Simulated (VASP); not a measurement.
```
NiO
1.0
    4.24219     2.11764     2.11764
    2.11764     4.24219     2.11764
    2.11764     2.11764     4.24219
Ni O
2 2
Cartesian
  0.00000   0.00000   0.00000
  4.23873   4.23873   4.23873
  2.11937   2.11937   2.11937
  6.35810   6.35810   6.35810
```
Starting moments (μB, in the order of the record's atoms Ni Ni O O): 1.4 -1.4 0.0 0.0.

These are vdW-DF2, VASP's PBE PAW potentials (set 64) (plane waves; VASP) values and carry that method's errors. Numerical set-up: 520 eV cut-off, 9×9×9 Γ-centred mesh, Gaussian smearing of 0.050 eV, potentials Ni O.

Task: Give the stress tensor in GPa (positive for a compressed cell).

Result: 
```
 5.72  -0.06  -0.06
-0.06   5.72  -0.06
-0.06  -0.06   5.72
```
The pressure is its mean diagonal, 5.72 GPa.

The compound is NiO in the rock salt, AFM-II order structure. This cell is one point of a volume scan, at 0.97 of the reference volume.
